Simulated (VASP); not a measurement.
The input files of a VASP run:

POSCAR:
```
KBr
1
    0.0000000000     3.5297773692     3.5297773692
    3.5297773692     0.0000000000     3.5297773692
    3.5297773692     3.5297773692     0.0000000000
K Br
1 1
Direct
  0.0000000000   0.0000000000   0.0000000000
  0.5000000000   0.5000000000   0.5000000000
```

### KPOINTS
```
Automatic mesh
0
Gamma
7 7 7
0 0 0
```

INCAR:
```
! general
SYSTEM   =  KBr
PREC     =  Accurate
ENCUT    =  520
LREAL    =  F
LASPH    =  T

! electronic loop
EDIFF    =  1E-7
NELM     =  100
ALGO     =  Normal
LMAXMIX  =  4

! smearing
ISMEAR   =  0
SIGMA    =  0.05

! functional
GGA      =  RP

! ions
ISIF     =  2

! output
LWAVE    =  F
LCHARG   =  F
```

POTCAR, in this order: K_sv Br (PBE.64 set). Program: vasp_std.

Problem. Translate this RPBE calculation to Quantum ESPRESSO's pw.x.

Solution. One equivalent input (not run):
```
&CONTROL
  calculation = 'scf'
  pseudo_dir = './pseudo'
  outdir = './out'
  tprnfor = .true.
  tstress = .true.
/
&SYSTEM
  ibrav = 0
  nat = 2
  ntyp = 2
  ecutwfc = 74
  occupations = 'smearing'
  smearing = 'gaussian'
  degauss = 0.003675
  input_dft = 'rpbe'
/
&ELECTRONS
  conv_thr = 7.3e-09
  electron_maxstep = 100
/
ATOMIC_SPECIES
  K 39.098 K.upf
  Br 79.904 Br.upf
CELL_PARAMETERS angstrom
     0.0000000    3.5297774    3.5297774
     3.5297774    0.0000000    3.5297774
     3.5297774    3.5297774    0.0000000
ATOMIC_POSITIONS crystal
  K    0.0000000  0.0000000  0.0000000
  Br   0.5000000  0.5000000  0.5000000
K_POINTS automatic
  7 7 7 0 0 0
```
What does not carry over: the potentials are each code's own (VASP's PAW set, PseudoDojo norm-conserving files in pw.x), so ENCUT and ecutwfc are chosen apart and not converted; conv_thr bounds pw.x's estimated SCF error, while EDIFF bounds the energy change between steps.

The compound is KBr in the rock salt structure. This cell is one point of a volume scan, at 1.06 of the reference volume.
